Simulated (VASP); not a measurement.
Calculation: PBE GGA with D4 dispersion, VASP's PBE PAW potentials (set 64) (plane waves; VASP 6.6.1).

A VASP calculation is set up with these files.

INCAR:
```
# general
SYSTEM  =  C
PREC    =  Accurate
ENCUT   =  520
LREAL   =  .FALSE.
LASPH   =  .TRUE.
ICHARG  =  11

# electronic loop
EDIFF   =  1E-7
NELM    =  100
ALGO    =  Normal

# smearing
ISMEAR  =  0
SIGMA   =  0.05

# functional
GGA     =  PE
IVDW    =  13

# output
LWAVE   =  .FALSE.
LCHARG  =  .FALSE.
LORBIT  =  11
```

**POSCAR**
```
C
3.5590420
  0.0000000000   0.5000000518   0.5000000518
  0.5000000518   0.0000000000   0.5000000518
  0.5000000518   0.5000000518   0.0000000000
C
2
direct
  0.0000000000   0.0000000000   0.0000000000
  0.2500000000   0.2500000000   0.2500000000
```

### KPOINTS
```
k-points along high-symmetry lines
15
Line-mode
Reciprocal
  0.000000   0.000000   0.000000 ! GAMMA
  0.500000   0.000000   0.500000 ! X

  0.500000   0.000000   0.500000 ! X
  0.625000   0.250000   0.625000 ! U

  0.375000   0.375000   0.750000 ! K
  0.000000   0.000000   0.000000 ! GAMMA

  0.000000   0.000000   0.000000 ! GAMMA
  0.500000   0.500000   0.500000 ! L

  0.500000   0.500000   0.500000 ! L
  0.500000   0.250000   0.750000 ! W

  0.500000   0.250000   0.750000 ! W
  0.500000   0.000000   0.500000 ! X
```

POTCAR, in this order: C (PBE.64 set). Program: vasp_std. Read from the step before: CHGCAR.

What VASP printed:

File OSZICAR:
```
       N       E                     dE             d eps       ncg     rms          rms(c)
DAV:   1     0.306482163934E+01    0.30648E+01   -0.51752E+03  1504   0.989E+02
DAV:   2    -0.154377770815E+02   -0.18503E+02   -0.16285E+02  2256   0.105E+02
DAV:   3    -0.155579002582E+02   -0.12012E+00   -0.12012E+00  1584   0.112E+01
DAV:   4    -0.155580483042E+02   -0.14805E-03   -0.14805E-03  2008   0.405E-01
DAV:   5    -0.155580484291E+02   -0.12486E-06   -0.12485E-06  1576   0.781E-03
DAV:   6    -0.155580484293E+02   -0.25557E-09   -0.25533E-09  2016   0.294E-04
   1 F= -.15986763E+02 E0= -.15986763E+02  d E =-.256346E-11
```

**OUTCAR**
```
 val. band max:        9.8240758166   @ k =   0.0000   0.0000   0.0000

 cond. band min:      13.9677922002   @ k =   0.3571   0.0000   0.3571



 k-point     1 :       0.0000    0.0000    0.0000
  band No.  band energies     occupation
      1     -11.7406      2.00000
      2       9.8241      2.00000
      3       9.8241      2.00000
      4       9.8241      2.00000
      5      15.4318      0.00000
      6      15.4318      0.00000
      7      15.4318      0.00000
      8      23.3050      0.00000

 k-point     2 :       0.0357    0.0000    0.0357
  band No.  band energies     occupation
      1     -11.6933      2.00000
      2       9.6266      2.00000
      3       9.6266      2.00000
      4       9.7076      2.00000
      5      15.3939      0.00000
      6      15.6701      0.00000
      7      15.6701      0.00000
      8      23.3410      0.00000

 k-point     3 :       0.0714    0.0000    0.0714
  band No.  band energies     occupation
      1     -11.5512      2.00000
      2       9.1182      2.00000
      3       9.1182      2.00000
      4       9.3683      2.00000
      5      15.2855      0.00000
      6      16.3012      0.00000
      7      16.3012      0.00000
      8      23.4080      0.00000

 k-point     4 :       0.1071    0.0000    0.1071
  band No.  band energies     occupation
      1     -11.3150      2.00000
      2       8.4473      2.00000
      3       8.4473      2.00000
      4       8.8317      2.00000
      5      15.1199      0.00000
      6      17.1737      0.00000
      7      17.1737      0.00000
      8      23.3781      0.00000

 k-point     5 :       0.1429    0.0000    0.1429
  band No.  band energies     occupation
      1     -10.9853      2.00000
      2       7.7198      2.00000
      3       7.7198      2.00000
      4       8.1290      2.00000
      5      14.9164      0.00000
      6      18.1792      0.00000
      7      18.1792      0.00000
      8      23.0596      0.00000
...
```

The density is held fixed in this step, so its total energy and stress have no physical meaning.

The compound is C in the diamond structure. It was relaxed first.
